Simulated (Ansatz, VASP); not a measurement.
# Ni (Nickel) in two plane-wave programs

Aim: how closely do two programs agree when they are given the same cell, functional and k mesh? The cell is taken from a series of VASP runs on this material, whose earlier steps may have relaxed, scaled or displaced it; both programs get it as it stands.

Main program and level: Ansatz 0.2.0; plane waves, with VASP 6.6.1 beside it; relaxation of cell and atoms at PBE and relaxation of cell and atoms at r2SCAN with rVV10.

## 1. The starting structure

It takes space group Fm-3m (No. 225, cubic). The conventional cell has a = 3.518 Å, b = 3.518 Å, c = 3.518 Å, α = 90.00°, β = 90.00°, γ = 90.00°. Nearest to Ni lie 12 Ni at 2.49 Å.

Coordinates:

```xyz
1
Lattice="0.0000 1.7588 1.7588 1.7588 0.0000 1.7588 1.7588 1.7588 0.0000" Properties=species:S:1:pos:R:3 pbc="T T T"
Ni    0.0000    0.0000    0.0000
```

## 2. VASP: relaxation of cell and atoms, PBE

The relaxed volume is the usual yardstick between codes: its relative difference is about their pressure difference at one cell divided by the bulk modulus.

Lines of VASP's logs that name or quote its potential files are left out, and so is its time.

INCAR reads:

```
SYSTEM = Ni
PREC = Accurate
ENCUT = 450
EDIFF = 1E-06
NELM = 100
ISMEAR = 1
SIGMA = 0.15
LREAL = .FALSE.
ALGO = Normal
GGA = PE
NBANDS = 11
ISPIN = 2
MAGMOM = 1
LMAXMIX = 4
LORBIT = 11
LWAVE = .FALSE.
LCHARG = .FALSE.
KPAR = 4
IBRION = 2
NSW = 50
ISIF = 3
EDIFFG = -0.006
```

POSCAR reads:

```
Ni
1.0
    0.0000000000      1.7587818482      1.7587818482
    1.7587818482      0.0000000000      1.7587818482
    1.7587818482      1.7587818482      0.0000000000
Ni
1
Direct
    0.0000000000      0.0000000000      0.0000000000
```

KPOINTS reads:

```
Automatic mesh
0
Gamma
22 22 22
0 0 0
```

Potentials, in the order of the species: Ni (PBE family, release 64).

Launch:

```bash
$ mpirun -np 4 vasp_std
```

Numbers of over 12 decimals in the logs are rounded to 6 here.

Log:

```text
[banner, memory and clock lines left out]
running    4 mpi-ranks, on    1 nodes
 distrk:  each k-point on    1 cores,    4 groups
 distr:  one band on    1 cores,    1 groups

 POSCAR found type information on POSCAR Ni
 POSCAR found :  1 types and       1 ions
 LDA part: xc-table for (Slater+PW92), standard interpolation
 POSCAR, INCAR and KPOINTS ok, starting setup
 FFT: planning ... GRIDC
 FFT: planning ... GRID_SOFT
 FFT: planning ... GRID
 WAVECAR not read
 entering main loop
       N       E                     dE             d eps       ncg     rms          rms(c)
DAV:   1     0.265334762792E+02    0.26533E+02   -0.42307E+03 15057   0.105E+03
DAV:   2    -0.567901445401E+01   -0.32212E+02   -0.30437E+02 14924   0.162E+02
DAV:   3    -0.648806407113E+01   -0.80905E+00   -0.80383E+00 16281   0.302E+01
DAV:   4    -0.649468033665E+01   -0.66163E-02   -0.66148E-02 16050   0.240E+00
DAV:   5    -0.649482658740E+01   -0.14625E-03   -0.14625E-03 16557   0.342E-01    0.994E+00
DAV:   6    -0.581978504319E+01    0.67504E+00   -0.15099E+01 17332   0.551E+01    0.608E+00
DAV:   7    -0.548551918885E+01    0.33427E+00   -0.26516E+00 17147   0.214E+01    0.191E+00
DAV:   8    -0.547055386166E+01    0.14965E-01   -0.16797E-02 19974   0.127E+00    0.971E-01
DAV:   9    -0.546781417266E+01    0.27397E-02   -0.21591E-03 21354   0.397E-01    0.255E-01
DAV:  10    -0.546726810275E+01    0.54607E-03   -0.52183E-04 21139   0.170E-01    0.334E-02
DAV:  11    -0.546724946443E+01    0.18638E-04   -0.37183E-05 19086   0.439E-02    0.329E-02
DAV:  12    -0.546725018104E+01   -0.71661E-06   -0.12996E-06 10268   0.105E-02
   1 F= -.54672502E+01 E0= -.54672524E+01  d E =-.546725E+01  mag=     0.6433
 curvature:   0.00 expect dE= 0.000E+00 dE for cont linesearch  0.000E+00
 trial: gam= 0.00000 g(F)=  0.281E-62 g(S)=  0.610E-05 ort = 0.000E+00 (trialstep = 0.100E+01)
 search vector abs. value=  0.610E-05
 bond charge predicted
       N       E                     dE             d eps       ncg     rms          rms(c)
DAV:   1    -0.546740994239E+01   -0.16048E-03   -0.23056E-03 17093   0.717E-01    0.108E-01
DAV:   2    -0.546730635669E+01    0.10359E-03   -0.23399E-03 17444   0.630E-01    0.609E-02
DAV:   3    -0.546725333166E+01    0.53025E-04   -0.36438E-04 17129   0.262E-01    0.169E-02
DAV:   4    -0.546725038439E+01    0.29473E-05   -0.18760E-06 14576   0.102E-02    0.969E-03
DAV:   5    -0.546724974803E+01    0.63636E-06   -0.99120E-07  7908   0.657E-03
   2 F= -.54672497E+01 E0= -.54672543E+01  d E =0.433010E-06  mag=     0.6433
 trial-energy change:    0.000000  1 .order   -0.000000   -0.000006    0.000006
 step:   0.5185(harm=  0.5185)  dis= 0.00000  next Energy=    -5.467252 (dE=-0.158E-05)
 bond charge predicted
       N       E                     dE             d eps       ncg     rms          rms(c)
DAV:   1    -0.546728992873E+01   -0.39544E-04   -0.53395E-04 16997   0.343E-01    0.521E-02
DAV:   2    -0.546726428494E+01    0.25644E-04   -0.54819E-04 17414   0.304E-01    0.296E-02
DAV:   3    -0.546725188600E+01    0.12399E-04   -0.86068E-05 17075   0.127E-01    0.845E-03
DAV:   4    -0.546725114796E+01    0.73804E-06   -0.43819E-07  8461   0.495E-03
   3 F= -.54672511E+01 E0= -.54672550E+01  d E =-.966926E-06  mag=     0.6434
 curvature:  -0.26 expect dE=-0.190E-06 dE for cont linesearch -0.190E-06
 trial: gam= 0.00000 g(F)=  0.293E-61 g(S)=  0.732E-06 ort =-0.211E-05 (trialstep = 0.904E+00)
 search vector abs. value=  0.732E-06
 reached required accuracy - stopping structural energy minimisation
```

OUTCAR, selected parts (step 2):

```text
ion  position               nearest neighbor table
   1  0.000  0.000  0.000-

  LATTYP: Found a face centered cubic cell.
 ALAT       =     3.5175636964

 Subroutine GETGRP returns: Found 48 space group operations
 (whereof 48 operations were pure point group operations)

The static configuration has the point symmetry O_h .

 Found    328 irreducible k-points:

   k-points           NKPTS =    328   k-points in BZ     NKDIM =    328   number of bands    NBANDS=     11

   dimension x,y,z NGX =    18 NGY =   18 NGZ =   18
   dimension x,y,z NGXF=    36 NGYF=   36 NGZF=   36

   ENCUT  =  450.0 eV  33.07 Ry    5.75 a.u.   4.30  4.30  4.30*2*pi/ulx,y,z

   NELECT =      10.0000    total number of electrons

 k-points in reciprocal lattice and weights: Automatic mesh
   0.00000000  0.00000000  0.00000000       0.000
   0.04545455  0.00000000  0.00000000       0.001
   0.09090909  0.00000000  0.00000000       0.001
   0.13636364  0.00000000  0.00000000       0.001
   0.18181818  0.00000000  0.00000000       0.001
   0.22727273  0.00000000  0.00000000       0.001
   0.27272727  0.00000000  0.00000000       0.001
   0.31818182  0.00000000  0.00000000       0.001
   0.36363636  0.00000000  0.00000000       0.001
[...]
-0.27272727  0.45454545  0.22727273       0.002
  -0.27272727  0.50000000  0.22727273       0.001

 average (electrostatic) potential at core
       1 -82.0066

 E-fermi :   9.3872

 spin component 1
 k-point     1 :       0.0000    0.0000    0.0000
  band No.  band energies     occupation
    ...
      2       6.9408      1.00000
      3       6.9408      1.00000
      4       6.9408      1.00000
      5       8.1015      1.00000
      6       8.1015      1.00000
      7      33.1085      0.00000
      8      36.9715      0.00000
      9      36.9715      0.00000
     10      36.9715      0.00000
     11      39.9115      0.00000

 k-point     2 :       0.0455    0.0000    0.0000
  band No.  band energies     occupation
    ...
      2       6.9198      1.00000
      3       6.9591      1.00000
      4       6.9591      1.00000
      5       8.0936      1.00000
      6       8.0936      1.00000
      7      32.8750      0.00000
      8      35.7698      0.00000
      9      36.7636      0.00000
     10      36.7636      0.00000
     11      40.2139      0.00000

 k-point     3 :       0.0909    0.0000    0.0000
  band No.  band energies     occupation
    ...
      2       6.8608      1.00000
      3       7.0096      1.00000
      4       7.0096      1.00000
      5       8.0741      1.00000
      6       8.0741      1.00000
      7      31.7236      0.00000
      8      34.5148      0.00000
      9      36.3107      0.00000
     10      36.3107      0.00000
     11      40.9140      0.00000

 k-point     4 :       0.1364    0.0000    0.0000
  band No.  band energies     occupation
    ...
      2       6.7761      1.00000
      3       7.0782      1.00000
      4       7.0782      1.00000
      5       8.0567      1.00000
      6       8.0567      1.00000
      7      29.6201      0.00000
      8      34.0550      0.00000
      9      35.8159      0.00000
     10      35.8159      0.00000
     11      41.0694      0.00000

 k-point     5 :       0.1818    0.0000    0.0000
  band No.  band energies     occupation
    ...
      2       6.6870      1.00000
      3       7.1401      1.00000
      4       7.1401      1.00000
      5       8.0643      1.00000
      6       8.0643      1.00000
      7      27.2793      0.00000
      8      33.7584      0.00000
      9      35.3620      0.00000
     10      35.3620      0.00000
     11      41.0820      0.00000

 k-point     6 :       0.2273    0.0000    0.0000
  band No.  band energies     occupation
    ...
      2       6.6267      1.00000
      3       7.1681      1.00000
      4       7.1681      1.00000
      5       8.1212      1.00000
      6       8.1212      1.00000
      7      24.9469      0.00000
      8      33.4072      0.00000
      9      34.9753      0.00000
     10      34.9753      0.00000
     11      40.9267      0.00000

  Total        0.0022489      0.0022489      0.0022489      0.0000000     -0.0000000      0.0000000
  in kB        0.3312990      0.3312990      0.3312990      0.0000000     -0.0000000      0.0000000
  external PRESSURE =       0.3312990 kB  Pullay stress =       0.0000000 kB

  energy-cutoff  :      450.00
  volume of cell :       10.88
      direct lattice vectors                 reciprocal lattice vectors
     0.000000000  1.758496361  1.758496361    -0.284333827  0.284333827  0.284333827
     1.758496361  0.000000000  1.758496361     0.284333827 -0.284333827  0.284333827
     1.758496361  1.758496361  0.000000000     0.284333827  0.284333827 -0.284333827

 POSITION                                       TOTAL-FORCE (eV/Angst)
 -----------------------------------------------------------------------------------
      0.00000      0.00000      0.00000         0.000000      0.000000     -0.000000
 -----------------------------------------------------------------------------------
    total drift:                                0.000000      0.000000      0.000000

  FREE ENERGIE OF THE ION-ELECTRON SYSTEM (eV)
  ---------------------------------------------------
  free  energy   TOTEN  =        -5.4672511480 eV

  energy  without entropy=       -5.4672626678  energy(sigma->0) =       -5.46725499

 reached required accuracy - stopping structural energy minimisation

 total charge
# of ion       s       p       d       tot
------------------------------------------
    1        0.498   0.498   8.313   9.310

 magnetization (x)
# of ion       s       p       d       tot
------------------------------------------
    1       -0.006  -0.025   0.686   0.655

[... 6 further parts left out ...]
```

LASPH is off, so gradient terms of the non-spherical density inside the spheres are left out; for open d or f shells this can shift gaps and moments. The run keeps the 48 symmetry operations of its start, so it cannot find a distortion of lower symmetry.

## 3. Ansatz: relaxation of cell and atoms, PBE

Ansatz runs on its default PAW (the set named soft_2) files.

The same cell, functional, mesh and smearing now go to Ansatz, which takes its cutoff from its data sets.

input.yaml reads:

```yaml
crystal:
  lattice:
    - [0.0, 1.7587818482, 1.7587818482]
    - [1.7587818482, 0.0, 1.7587818482]
    - [1.7587818482, 1.7587818482, 0.0]
  atoms:
    - { symbol: Ni, position: [0.0, 0.0, 0.0], spin: 1.0 }
hamiltonian:
  xc: pbe
  pseudopotentials: { kind: paw }
magnetization:
  spin_polarized: true
kpoints:
  mp_grid: { grid: [22, 22, 22] }
scf:
  occupations: { method: methfessel_paxton, width: 0.15 }
relax:
  f_tol: 0.01
  max_steps: 60
  cell: { stress_tol: 0.05 }
output:
  forces: true
  stress: true
```

Launch:

```bash
$ ansatz run input.yaml --threads 4 --pin off --max-ram 9216MiB --backend cpu --events-out ev --progress --plain --runs-dir out
```

Log:

```text
Engine: ansatz 0.2.0, aarch64-unknown-linux-gnu
Pseudopotentials: kind: paw
Pseudopotential: Ni, paw, valence charge 18, recommended cutoff 420 eV (normal), Ni.paw.azcp
Functional definition: PBE
  parameter kappa = 0.804
  parameter beta = 0.066725
  exchange = pbe_x(kappa = kappa, mu = beta*pi^2/3)
  correlation = pbe_c(beta = beta)
Crystal: 1 atoms, lattice volume = 10.881 Å³
Basis set: ecut = 420 eV, 181 PW (Γ), exchange–correlation on 36×36×36 points (8 copies of the dense FFT grid, shifted against one another)
Bands: 14, of which v1, the nominal top of the filled ones, is band 9 counted from 1 (8 counted from 0)
Symmetry: 48 space group operations
Space group: Fm-3m (ITA 225), of the structure as read, at distance tolerance 2.2e-5 Å
Magnetic group: BNS 225.116 (UNI 1618), of the structure as read, at distance tolerance 2.2e-5 Å
k-points: 328 of 10648
Non-local potential: Ni, projectors of the file, l = 0: 3, l = 1: 2, l = 2: 3, l = 3: 1
PAW form: soft (Blöchl's): semilocal exchange-correlation on the pseudo side does not see the compensation charge
PAW one-centre angular grid: Ni, 590 points (default); XC on 64 Gauss nodes
Initial density: superposition of atomic densities (chi_scale 0.1, normalization cell)
Starting moments: Σ|m| = 1 μB on 1 of 1 site
Initial wavefunctions: pseudopotential atomic-orbital guess
Functional: x = pbe(κ = 0.804, μ = 0.219515), c = pbe(β = 0.066725)
SCF iter   1: F=—  HF=-5839.021588 eV  |F-HF|=—  |Δ(HF+E_count)|=         —  Δρ=6.76e-2 (↑3.59e-2 ↓6.76e-2)  dr2=6.98e-1  dr2_m=2.83e-2  M=0.909 μB ∫|m|=0.977 μB  β_m=0.30  ethr=3.10e-3  ⟨swp⟩=5.0  Hψ=47554  notcnv=0
Mixer restart at iter 1: flushing history
preconditioner: auto → none  [metal: Δε(μ)=0.001 eV  Ē_g=15.954 eV  σ=0.150 eV  W_gap=0.00  n_scr=0 (ndim 8)  ℏωp=35.6 eV  f_vac=0.000  D(μ)=1.40/eV (n_scr^D=14)]
SCF iter   2: F=—  HF=-5838.868409 eV  |F-HF|=—  |Δ(HF+E_count)|=   1.53e-1  Δρ=3.96e-2 (↑3.96e-2 ↓3.73e-2)  dr2=2.84e-1  dr2_m=6.35e-3  M=0.836 μB ∫|m|=0.914 μB  β_m=0.24  ethr=3.10e-3  ⟨swp⟩=2.6  Hψ=19512  notcnv=0  defer=302
SCF iter   3: F=—  HF=-5839.040472 eV  |F-HF|=—  |Δ(HF+E_count)|=         —  Δρ=2.85e-2 (↑1.04e-2 ↓2.85e-2)  dr2=3.15e-2  dr2_m=2.55e-2  M=0.754 μB ∫|m|=0.824 μB  β_m=0.24  ethr=1.58e-3  ⟨swp⟩=2.5  Hψ=15588  notcnv=0  defer=299
Mixer restart at iter 3: flushing history
SCF iter   4: F=—  HF=-5839.266850 eV  |F-HF|=—  |Δ(HF+E_count)|=   2.26e-1  Δρ=2.43e-2 (↑9.29e-3 ↓2.43e-2)  dr2=1.70e-2  dr2_m=2.34e-2  M=0.731 μB ∫|m|=0.805 μB  β_m=0.59  ethr=1.75e-4  ⟨swp⟩=2.5  Hψ=15505  notcnv=0  defer=298
SCF iter   5: F=—  HF=-5839.719996 eV  |F-HF|=—  |Δ(HF+E_count)|=   4.53e-1  Δρ=2.25e-2 (↑9.30e-3 ↓2.25e-2)  dr2=6.30e-2  dr2_m=5.15e-3  M=0.650 μB ∫|m|=0.739 μB  β_m=0.51  ethr=9.42e-5  ⟨swp⟩=2.3  Hψ=17867  notcnv=0  defer=307
SCF iter   6: F=—  HF=-5839.710736 eV  |F-HF|=—  |Δ(HF+E_count)|=   9.26e-3  Δρ=2.46e-2 (↑1.49e-2 ↓2.46e-2)  dr2=8.38e-2  dr2_m=3.27e-3  M=0.635 μB ∫|m|=0.733 μB  β_m=0.50  ethr=9.42e-5  ⟨swp⟩=2.0  Hψ=21517  notcnv=0  defer=338
SCF iter   7: F=—  HF=-5839.728458 eV  |F-HF|=—  |Δ(HF+E_count)|=   1.77e-2  Δρ=7.02e-3 (↑5.16e-3 ↓7.02e-3)  dr2=7.67e-3  dr2_m=1.65e-4  M=0.641 μB ∫|m|=0.735 μB  β_m=0.75  ethr=9.42e-5  ⟨swp⟩=2.7  Hψ=19121  notcnv=0  defer=360
SCF iter   8: F=—  HF=-5839.730405 eV  |F-HF|=—  |Δ(HF+E_count)|=   1.95e-3  Δρ=2.05e-3 (↑1.63e-3 ↓2.05e-3)  dr2=7.40e-4  dr2_m=9.47e-6  M=0.644 μB ∫|m|=0.736 μB  β_m=0.87  ethr=4.26e-5  ⟨swp⟩=2.3  Hψ=13129  notcnv=0  defer=362
SCF iter   9: F=—  HF=-5839.730489 eV  |F-HF|=—  |Δ(HF+E_count)|=   8.43e-5  Δρ=4.61e-4 (↑3.48e-4 ↓4.61e-4)  dr2=3.83e-5  dr2_m=5.30e-7  M=0.644 μB ∫|m|=0.735 μB  β_m=0.94  ethr=4.11e-6  ⟨swp⟩=2.6  Hψ=12723  notcnv=0  defer=361
SCF iter  10: F=—  HF=-5839.720941 eV  |F-HF|=—  |Δ(HF+E_count)|=         —  Δρ=1.36e-3 (↑8.37e-4 ↓1.36e-3)  dr2=1.25e-5  dr2_m=1.10e-4  M=0.650 μB ∫|m|=0.741 μB  β_m=0.94  ethr=2.13e-7  ⟨swp⟩=2.7  Hψ=13478  notcnv=0  defer=361
Mixer restart at iter 10: flushing history
iteration 10: the input's own smearing fills from here on; a Gaussian of 0.15 eV has filled iterations ahead of it
SCF iter  11: F=—  HF=-5839.720985 eV  |F-HF|=—  |Δ(HF+E_count)|=   4.38e-5  S|Δr|=    0.00e0  Δρ=7.55e-4 (↑7.55e-4 ↓3.24e-4)  dr2=5.76e-5  dr2_m=8.38e-6  M=0.650 μB ∫|m|=0.742 μB  β_m=0.97  ethr=6.92e-8  ⟨swp⟩=2.0  Hψ=14511  notcnv=0  defer=361
SCF iter  12: F=—  HF=-5839.721130 eV  |F-HF|=—  |Δ(HF+E_count)|=   1.45e-4  S|Δr|=    0.00e0  Δρ=2.05e-3 (↑1.47e-3 ↓2.05e-3)  dr2=7.26e-4  dr2_m=9.42e-6  M=0.652 μB ∫|m|=0.744 μB  β_m=0.61  ethr=6.92e-8  ⟨swp⟩=2.4  Hψ=15980  notcnv=0  defer=361  recentre
SCF iter  13: F=—  HF=-5839.720977 eV  |F-HF|=—  |Δ(HF+E_count)|=   1.53e-4  S|Δr|=    0.00e0  Δρ=4.81e-5 (↑4.81e-5 ↓2.11e-5)  dr2=6.72e-8  dr2_m=1.06e-7  M=0.651 μB ∫|m|=0.744 μB  β_m=0.81  ethr=6.92e-8  ⟨swp⟩=2.0  Hψ=15059  notcnv=0  defer=361
SCF iter  14: F=-5839.720977 eV  HF=-5839.720977 eV  |F-HF|=2.08e-9  |Δ(HF+E_count)|=   1.76e-7  S|Δr|=    0.00e0  Δρ=7.84e-6 (↑7.84e-6 ↓2.04e-6)  dr2=2.32e-9  dr2_m=2.24e-9  M=0.651 μB ∫|m|=0.744 μB  ethr=3.73e-10  ⟨swp⟩=4.0  Hψ=29086  notcnv=0
SCF 1 converged in 14 iterations: F = -5839.720977 eV  dr2 = 2.32e-9
  greatest PAW one-centre occupation: 1.001 electrons in one spin orbital (limit 2), on the Ni atom at site 0 (counted from 0), in its partial waves of l = 1
relax step   1: F+E_penalty+E_count = -5839.72097716 eV  Δ(F+E_penalty+E_count) = +0.000e0 eV  max|allowed force component| = 0.000e0 eV/Å  Δτ_max = 0.0000 Å  P = +0.176 GPa  Ω = 10.881 Å³  (14 SCF iters, dr2 threshold 1.00e-7 eV, accepted)
[...]
relax step   2: F+E_penalty+E_count = -5839.72097935 eV  Δ(F+E_penalty+E_count) = -2.190e-6 eV  max|allowed force component| = 0.000e0 eV/Å  Δτ_max = 0.0000 Å  P = +0.088 GPa  Ω = 10.886 Å³  energy of the carried Pulay correction = -1.730e-6 eV  (4 SCF iters, dr2 threshold 7.77e-8 eV, accepted)
[...]
relax step   3: F+E_penalty+E_count = -5839.72097895 eV  Δ(F+E_penalty+E_count) = +3.990e-7 eV  max|allowed force component| = 0.000e0 eV/Å  Δτ_max = 0.0000 Å  P = +0.001 GPa  Ω = 10.890 Å³  energy of the carried Pulay correction = -3.458e-6 eV  (4 SCF iters, dr2 threshold 1.94e-8 eV, accepted)
[...]
relax step   4: F+E_penalty+E_count = -5839.72098387 eV  Δ(F+E_penalty+E_count) = -4.912e-6 eV  max|allowed force component| = 0.000e0 eV/Å  Δτ_max = 0.0000 Å  P = +0.000 GPa  Ω = 10.890 Å³  stress off target by 5.44e-6 GPa  SCF on the basis re-selected at this cell (its energy is not comparable with the rows above)  (5 SCF iters)
basis re-selected at this cell: Δ(F+E_penalty+E_count) = -4.912e-6 eV, ΔP = -0.001 GPa vs the last step (what re-selecting the basis moved, of the pressure what is left beyond the Pulay correction that the steps carried, after the strain that the cell walked since its last selection, with what the two solves' SCF thresholds leave and, on support functions, any second-order correction that the steps lacked; it is no measure of the basis error at this ecutwfc). This SCF's stress stands 5.44e-6 GPa from its target on what of the cell is left free (relax.cell.stress_tol is 5.00e-2 GPa) and its largest allowed force component is 0.00e0 eV/Å (relax.f_tol is 1.00e-2 eV/Å): [rest of the remark cut]
SCF converged after 5 iterations
Stability not checked: this state was not tested for a lower state beside it, because cold or Methfessel-Paxton smearing, or corrected tetrahedra, fill the levels in a way that the test cannot read (fill_not_monotonic; see scf.lower_state_search)
Magnetization: 0.6511 μB (9.3256 up, 8.6744 down)
Absolute magnetization: 0.7449 μB (∫|ρ↑−ρ↓|, with the PAW one-centre terms)
Spin contamination: 0.0075 ħ² per cell (⟨S²⟩ above its minimum at these occupations)
Per-site moments (μB) at R_I (Å): [(0.690788, 1.026307)]
Free energy (F): -5839.720984 eV
Harris-Foulkes:  -5839.720984 eV  (|F-HF|=0.00e0)
Internal energy: -5839.721317 eV  (E = F + TS)
E sigma→0 (E₀):  -5839.721067 eV
Entropy (-TS):   0.000333 eV (0.333 meV/atom)
Fermi energy:    18.175906 eV
--- Per-component energies (eV) ---
  E_band       = -284.733439
  E_kinetic    = 282.063254
  E_local      = -3438.462992  (includes V_loc(G=0)·N_el)
  E_nonlocal   = 635.491302
  E_hartree    = 1435.233222
  E_xc         = -84.796849
  E_vxc        = -109.345102  (∫ρ·V_xc dr)
  E_paw        = -1629.591227  (= ΣΔE_a)
  E_vpaw       = -524.946957  (= ΣTr[D̂ρ^β])
  E_aug_tail   = 0.000586  (compensation charges beyond the density's cutoff)
  E_ewald      = -3039.658614
  E_smearing   = 0.000333  (= −TS)
  E_closure    = -0.000000  (closes the sum)
  Σ components = -5839.720984   (vs F -5839.720984, Δ=0.00e0)
--- Forces (eV/Å), atoms counted from 1 ---
  atom   1  Ni     0.00000000    -0.00000000    -0.00000000
  max |Σ_I F_I| component: 2.30e-31 eV/Å
--- Stress (GPa, compression-positive) ---
        0.000005      -0.000000      -0.000000
       -0.000000       0.000005      -0.000000
       -0.000000       0.000000       0.000005
  P = ⅓ Tr σ = 0.0000 GPa (0.000 kbar)
--- Relaxed structure (3 steps of the walk, 3 accepted, 1 SCFs on fresh bases) ---
  F+E_penalty+E_count = -5839.72098387 eV   max|allowed force component| = 0.000e0 eV/Å   (the final SCF, on the basis selected at the relaxed cell)
  cell:  # Å, volume = 10.8904 Å³
    - [0, 1.759293, 1.759293]
    - [1.759293, 0, 1.759293]
    - [1.759293, 1.759293, 0]
  atoms:
    - { symbol: Ni, position: [0.0, 0.0, 0.0] }
```

The job ended after 6.4 s (4 threads of Arm Neoverse V2, shared host; peak memory 0.38 GiB; 22 s of CPU time).

[end of part 1 of 2]

[Lines on the potential files, build, host, timing and source positions are cut from VASP's logs without a mark.]

[Logs are printed without paths, hosts, clocks, repeated set-up lines and the standing remarks that a program may print on its own settings, such as how far it seeks lower states.]

[Hosts, paths, dates, database ids (printed as entryN), source tags and the programs' standing remarks are cut or masked in the printed files.]
